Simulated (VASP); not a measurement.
The system is Ge.

```xyz
2
Lattice="0.0000 2.8289 2.8289 2.8289 0.0000 2.8289 2.8289 2.8289 0.0000" Properties=species:S:1:pos:R:3 pbc="T T T"
Ge    0.0000    0.0000    0.0000
Ge    1.4145    1.4145    1.4145
```

Base run:

```yaml
Program: VASP 6.6.1
Functional: PBEsol
Potentials_or_basis: VASP PAW PBE potentials, release 64 (Ge_d)
Cutoff: 520 eV
k_mesh: 9 × 9 × 9
Occupations: fermi-dirac, width 0.05 eV
Spin: no spin polarisation
```

Its results: band gap on the k mesh none (metal or under the smearing width); pressure 0.9 GPa.

The run is repeated on the same cell with these changes: functional from PBEsol to LDA; potentials or basis from VASP PAW PBE potentials, release 64 (Ge_d) to VASP PAW LDA potentials, release 64 (Ge_d). What comes out?

Band gap on the k mesh none (metal or under the smearing width); pressure -0.8 GPa.

Caveats: this crystal is a semiconductor, whose small gap the functional closes, so the metal is an error of the method; the PAW data sets were made with another functional, which shifts forces and pressure a little (some runs).
